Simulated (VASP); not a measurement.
Calculation: PBE GGA, VASP's PBE PAW potentials (set 64) (plane waves; VASP).

Input for VASP

### KPOINTS
```
K-points
0
Gamma
6 6 6
```

**POSCAR**
```
Sm2S3
9.2742390
  0.2090497129   0.1206949702   0.9704281936
 -0.2090497129   0.1206949702   0.9704281936
  0.0000000000  -0.2413898326   0.9704281936
Sm S
2 3
Direct
  0.3990000000   0.3990000000   0.3990000000
  0.6010000000   0.6010000000   0.6010000000
  0.0000000000   0.0000000000   0.0000000000
  0.2080000000   0.2080000000   0.2080000000
  0.7920000000   0.7920000000   0.7920000000
```

**INCAR**
```
ALGO=Normal
EDIFF=1E-6
ENCUT=400
GGA=PE
ISIF=2
ISMEAR=0
LASPH=.True.
LCHARG=.False.
LMAXMIX=6
LREAL=.False.
LWAVE=.False.
NELM=100
PREC=Accurate
SIGMA=0.05
SYSTEM=Sm2S3
```

POTCAR, in this order: Sm_3 S (PBE.64 set). Program: vasp_std.

The 4f electrons are frozen in the core of the lanthanide potential, so 4f levels, which can set the real gap, and their magnetism are missing.

Problem. What does the run give for the energy per atom (σ→0), pressure, largest force, band gap (on the k-mesh)?

Solution. 
| Item | Result |
|---|---|
| energy per atom (σ→0) | -6.079 eV/atom |
| band gap (on the k-mesh) | 0.58 eV |
| pressure | 3.85 GPa |
| largest force | 2.187 eV/Å |

File OSZICAR:
```
...
DAV:   8    -0.303964920543E+02   -0.14882E-01   -0.96680E-02  1984   0.149E+00    0.692E-01
DAV:   9    -0.303950725414E+02    0.14195E-02   -0.11184E-02  1984   0.533E-01    0.431E-01
DAV:  10    -0.303952550650E+02   -0.18252E-03   -0.31126E-03  1968   0.241E-01    0.117E-01
DAV:  11    -0.303952685212E+02   -0.13456E-04   -0.25538E-04  2008   0.701E-02    0.445E-02
DAV:  12    -0.303953122123E+02   -0.43691E-04   -0.64249E-05  1920   0.442E-02    0.294E-02
DAV:  13    -0.303953160833E+02   -0.38710E-05   -0.19247E-05  1768   0.203E-02    0.346E-03
DAV:  14    -0.303953161387E+02   -0.55468E-07   -0.69519E-07  1408   0.490E-03
   1 F= -.30395316E+02 E0= -.30395316E+02  d E =-.428079E-16
```

The structure was generated: Sm2S3 was put into the Bi2Te3 type (R-3m), which need not be its known phase. The cell was not relaxed at this level.
